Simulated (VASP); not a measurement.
Here is the system:

```cif
data_Li8O4
_chemical_formula_sum 'Li8 O4'
_space_group_name_H-M_alt 'Fm-3m'
_space_group_IT_number 225
_space_group_name_Hall '-F 4 2 3'
_cell_length_a 4.57553
_cell_length_b 4.57553
_cell_length_c 4.57553
_cell_angle_alpha 90.000
_cell_angle_beta 90.000
_cell_angle_gamma 90.000
loop_
_atom_site_label
_atom_site_type_symbol
_atom_site_symmetry_multiplicity
_atom_site_Wyckoff_symbol
_atom_site_fract_x
_atom_site_fract_y
_atom_site_fract_z
_atom_site_occupancy
Li1 Li 8 c 0.25000 0.25000 0.25000 1
O1 O 4 a 0.00000 0.00000 0.00000 1
```
(The calculation used a cell of 3 atoms; values per cell refer to that cell.)

Computed with SCAN meta-GGA, VASP's PBE PAW potentials (set 64) (plane waves; VASP). Numerical set-up: 520 eV cut-off, 10×10×10 Γ-centred mesh, Gaussian smearing of 0.050 eV, potentials Li_sv O.

### Question
Give the energy at these volumes per atom, relative to the lowest: 7.46, 7.69, 7.93, 8.17, 8.41 Å³.

### Answer
10.6, 2.9, 0.0, 1.0, 5.7 meV/atom. A third-order Birch-Murnaghan fit gives B0 = 89.2 GPa and B0′ = 3.5.

The compound is Li2O in the antifluorite structure. It was relaxed first.
